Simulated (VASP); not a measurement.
All values below come from PBEsol GGA, VASP's PBE PAW potentials (set 64) (plane waves; VASP).

A VASP calculation is set up with these files.

### POSCAR
```
CeO2
1
    0.0000000000     2.6986538632     2.6986538632
    2.6986538632     0.0000000000     2.6986538632
    2.6986538632     2.6986538632     0.0000000000
Ce O
1 2
Direct
  0.0000000000   0.0000000000   0.0000000000
  0.2500000000   0.2500000000   0.2500000000
  0.7500000000   0.7500000000   0.7500000000
```

### INCAR
```
# general
SYSTEM  = CeO2
PREC    = Accurate
ENCUT   = 520
LREAL   = .FALSE.   # projection in real space or not
LASPH   = .TRUE.   # aspherical one-centre terms

# electronic loop
EDIFF   = 1E-7   # SCF stop (eV)
NELM    = 100   # most electronic steps
ALGO    = Normal   # blocked Davidson
LMAXMIX = 6

# smearing
ISMEAR  = -5   # tetrahedra, Bloechl

# functional
GGA     = PS   # PBEsol

# ions
ISIF    = 2   # forces and stress, cell fixed

# output
LWAVE   = .FALSE.
LCHARG  = .TRUE.
LORBIT  = 11
NEDOS   = 601
```

KPOINTS:
```
kpoints
0
Gamma
 8 8 8
```

POTCAR, in this order: Ce O (PBE.64 set). Program: vasp_std.

Output

File OUTCAR:
```
 ion  position               nearest neighbor table
   1  0.000  0.000  0.000-   3 2.34   3 2.34   3 2.34   2 2.34   3 2.34   2 2.34   2 2.34   2 2.34
  LATTYP: Found a face centered cubic cell.
 ALAT       =     5.3973077264
 Subroutine PRICEL returns:
 Original cell was already a primitive cell.
 Subroutine GETGRP returns: Found 48 space group operations
The static configuration has the point symmetry O_h .
The dynamic configuration has the point symmetry O_h .
 Subroutine INISYM returns: Found 48 space group operations
 Subroutine IBZKPT returns following result:
 Found     29 irreducible k-points:

 Following reciprocal coordinates:
            Coordinates               Weight
  0.000000  0.000000  0.000000      1.000000
  0.125000  0.000000  0.000000      8.000000
  0.250000  0.000000  0.000000      8.000000
  0.375000  0.000000  0.000000      8.000000
  0.500000  0.000000  0.000000      4.000000
  0.125000  0.125000  0.000000      6.000000
  0.250000  0.125000  0.000000     24.000000
  0.375000  0.125000  0.000000     24.000000
  0.500000  0.125000  0.000000     24.000000
 -0.375000  0.125000  0.000000     24.000000
 -0.250000  0.125000  0.000000     24.000000
 -0.125000  0.125000  0.000000     12.000000
  0.250000  0.250000  0.000000      6.000000
  0.375000  0.250000  0.000000     24.000000
  0.500000  0.250000  0.000000     24.000000
 -0.375000  0.250000  0.000000     24.000000
 -0.250000  0.250000  0.000000     12.000000
  0.375000  0.375000  0.000000      6.000000
  0.500000  0.375000  0.000000     24.000000
 -0.375000  0.375000  0.000000     12.000000
  0.500000  0.500000  0.000000      3.000000
  0.375000  0.250000  0.125000     24.000000
  0.500000  0.250000  0.125000     48.000000
 -0.375000  0.250000  0.125000     24.000000
  0.500000  0.375000  0.125000     24.000000
 -0.375000  0.375000  0.125000     48.000000
 -0.250000  0.375000  0.125000     24.000000
 -0.375000  0.500000  0.125000     12.000000
 -0.250000  0.500000  0.250000      6.000000
   k-points           NKPTS =     29   k-points in BZ     NKDIM =     29   number of bands    NBANDS=     16
   number of dos      NEDOS =    601   number of ions     NIONS =      3
   total plane-waves  NPLWV =  21952
   dimension x,y,z NGX =    28 NGY =   28 NGZ =   28
   dimension x,y,z NGXF=    56 NGYF=   56 NGZF=   56
   ions per type =               1   2
   PREC   = accura    normal or accurate (medium, high low for compatibility)
   ISTART =      0    job   : 0-new  1-cont  2-samecut
   ICHARG =      2    charge: 1-file 2-atom 10-const
   ISPIN  =      1    spin polarized calculation?
   LNONCOLLINEAR =      F non collinear calculations
   LSORBIT =      F    spin-orbit coupling
   INIWAV =      1    electr: 0-lowe 1-rand  2-diag
   ENCUT  =  520.0 eV  38.22 Ry    6.18 a.u.   7.10  7.10  7.10*2*pi/ulx,y,z
   NELM   =    100;   NELMIN=  2; NELMDL= -5     # of ELM steps
   EDIFF  = 0.1E-06   stopping-criterion for ELM
   LREAL  =      F    real-space projection
   NLSPLINE    = F    spline interpolate recip. space projectors
   LMAXMIX     =    6 max onsite mixed and CHGCAR
   VOSKOWN=      0    Vosko Wilk Nusair interpolation
   EDIFFG = 0.1E-05   stopping-criterion for IOM
   NSW    =      0    number of steps for IOM
   NBLOCK =      1;   KBLOCK =      1    inner block; outer block
   IBRION =     -1    ionic relax: 0-MD 1-quasi-New 2-CG
   NFREE  =      0    steps in history (QN), initial steepest desc. (CG)
   ISIF   =      2    stress and relaxation
   ISYM   =      2    0-nonsym 1-usesym 2-fastsym
   TEIN   =    0.0    initial temperature
   TEBEG  =    0.0;   TEEND  =   0.0 temperature during run
   SMASS  =  -3.00    Nose mass-parameter (am)
   PSTRESS=    0.0 pullay stress
...
```

**OSZICAR**
```
       N       E                     dE             d eps       ncg     rms          rms(c)
DAV:   1     0.231656402896E+03    0.23166E+03   -0.11829E+04   944   0.206E+03
DAV:   2     0.929988147640E+01   -0.22236E+03   -0.21562E+03  1416   0.310E+02
DAV:   3    -0.310420751031E+02   -0.40342E+02   -0.38870E+02  1224   0.151E+02
DAV:   4    -0.325762890390E+02   -0.15342E+01   -0.15340E+01  1440   0.319E+01
DAV:   5    -0.326603327730E+02   -0.84044E-01   -0.84040E-01  1496   0.645E+00    0.325E+01
DAV:   6    -0.302292676393E+02    0.24311E+01   -0.81281E+01  1376   0.581E+01    0.216E+01
DAV:   7    -0.292998626813E+02    0.92940E+00   -0.14176E+02  1392   0.119E+02    0.222E+01
DAV:   8    -0.284300103792E+02    0.86985E+00   -0.28804E+00  1128   0.191E+01    0.129E+01
DAV:   9    -0.275555142885E+02    0.87450E+00   -0.60427E+00  1392   0.206E+01    0.140E+00
DAV:  10    -0.275560865721E+02   -0.57228E-03   -0.20341E-01  1632   0.345E+00    0.106E+00
DAV:  11    -0.275541349900E+02    0.19516E-02   -0.21662E-02  1336   0.137E+00    0.127E+00
DAV:  12    -0.275476070082E+02    0.65280E-02   -0.11549E-01  1216   0.238E+00    0.830E-01
DAV:  13    -0.275451072705E+02    0.24997E-02   -0.64650E-02  1472   0.251E+00    0.569E-01
DAV:  14    -0.275447545450E+02    0.35273E-03   -0.37290E-03  1288   0.540E-01    0.306E-01
DAV:  15    -0.275444987309E+02    0.25581E-03   -0.25527E-03  1488   0.451E-01    0.510E-02
DAV:  16    -0.275445081773E+02   -0.94464E-05   -0.70052E-05  1200   0.794E-02    0.423E-02
DAV:  17    -0.275445006826E+02    0.74947E-05   -0.31948E-05  1488   0.570E-02    0.112E-02
DAV:  18    -0.275444994926E+02    0.11900E-05   -0.79080E-06  1544   0.254E-02    0.168E-03
DAV:  19    -0.275444992858E+02    0.20679E-06   -0.67445E-07  1008   0.841E-03    0.175E-03
DAV:  20    -0.275444993142E+02   -0.28408E-07   -0.28571E-08   712   0.211E-03
   1 F= -.27544499E+02 E0= -.27544499E+02  d E =0.000000E+00
```

**OUTCAR**
```
------------------------ aborting loop because EDIFF is reached ----------------------------------------
  FORCE on cell =-STRESS in cart. coord.  units (eV):
  Direction    XX          YY          ZZ          XY          YZ          ZX
  --------------------------------------------------------------------------------------
  Total        0.0108425      0.0108425      0.0108425      0.0000000      0.0000000     -0.0000000
  in kB        0.4419449      0.4419449      0.4419449      0.0000000      0.0000000     -0.0000000
  external PRESSURE =       0.4419449 kB  Pullay stress =       0.0000000 kB
  volume of cell :       39.31
      direct lattice vectors                 reciprocal lattice vectors
     0.000000000  2.698653863  2.698653863    -0.185277559  0.185277559  0.185277559
     2.698653863  0.000000000  2.698653863     0.185277559 -0.185277559  0.185277559
     2.698653863  2.698653863  0.000000000     0.185277559  0.185277559 -0.185277559
 POSITION                                       TOTAL-FORCE (eV/Angst)
 -----------------------------------------------------------------------------------
      0.00000      0.00000      0.00000        -0.000000     -0.000000     -0.000000
      1.34933      1.34933      1.34933         0.000000     -0.000000      0.000000
      4.04798      4.04798      4.04798         0.000000      0.000000     -0.000000
 -----------------------------------------------------------------------------------
    total drift:                                0.000000      0.000000      0.000000
  FREE ENERGIE OF THE ION-ELECTRON SYSTEM (eV)
  ---------------------------------------------------
  free  energy   TOTEN  =       -27.5444993142 eV

  energy  without entropy=      -27.5444993142  energy(sigma->0) =      -27.54449931

 total charge

# of ion       s       p       d       f       tot
--------------------------------------------------
    1        2.014   5.794   0.918   0.965   9.690
    2        1.573   3.426   0.000   0.000   4.998
    3        1.573   3.426   0.000   0.000   4.998
--------------------------------------------------
tot          5.159  12.645   0.918   0.965  19.687
```
(Selected blocks of OUTCAR.)

The compound is CeO2 in the fluorite structure. It was relaxed first. The run is not spin-polarised, so no magnetic state was tried.
